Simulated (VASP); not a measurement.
A convergence study with VASP on ZrB₂ (AlB2 type): one setting is varied, all else stays as given below, so the limit is that of these other settings.

```xyz
3
Lattice="1.5850 -2.7453 0.0000 1.5850 2.7453 0.0000 0.0000 0.0000 3.5300" Properties=species:S:1:pos:R:3 pbc="T T T"
Zr     0.0000     0.0000     0.0000
B      1.5850     0.9151     1.7650
B      1.5850    -0.9151     1.7650
```

The numbers are results of PBE GGA, VASP's PBE PAW potentials (set 64) (plane waves; VASP), not measurements. The tightest run used: 700 eV cut-off, 20×20×17 Γ-centred mesh, first-order Methfessel-Paxton smearing of 0.10 eV, potentials Zr_sv B.

| setting | E (eV/atom) | pressure (GPa) | irreducible k-points |
|---|---|---|---|
| 1×1×1 mesh | -5.6206 | 25.69 | 1 |
| 2×2×2 mesh | -8.1407 | 1.23 | 4 |
| 3×3×2 mesh | -8.3418 | 0.59 | 6 |
| 4×4×3 mesh | -8.3097 | 1.39 | 8 |
| 5×5×4 mesh | -8.3172 | 1.33 | 15 |
| 6×6×5 mesh | -8.3111 | 1.36 | 21 |
| 7×7×6 mesh | -8.3246 | 1.19 | 32 |
| 8×8×7 mesh | -8.3264 | 1.15 | 40 |
| 9×9×8 mesh | -8.3231 | 1.22 | 60 |

### Question
These are the cheaper rows. Estimate the results at 20×20×17 mesh, and how far the last row shown lies from them.

### Answer

```tsv
quantity	tightest run	last row shown is off by
E (eV/atom)	-8.3267	0.0036
pressure (GPa)	1.16	0.06
```

Left out are rungs that failed or repeat a setting and relaxations that didn't move; long series are thinned to 24 rows.

The compound is ZrB2 in the AlB2 type structure. The cell was not relaxed at this level.
